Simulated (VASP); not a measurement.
Computed with PBE GGA, VASP's PBE PAW potentials (set 64) (plane waves; VASP 6.6.1).

Gaps are without spin-orbit coupling.

| Quantity | Value |
|---|---|
| volume per atom | 26.73 Å^3/atom |
| band gap (over mesh and band path) | 0.89 eV |
| smallest direct gap (over mesh and band path) | 1.02 eV |

Task: Which relaxed crystal gives these values?
(A) SiO2, P3_221 (154)
(B) MoSe2, P6_3/mmc (194)
(C) BaS, Fm-3m (225)
(D) MoTe2, P6_3/mmc (194)

Result: D, MoTe2, P6_3/mmc (194)
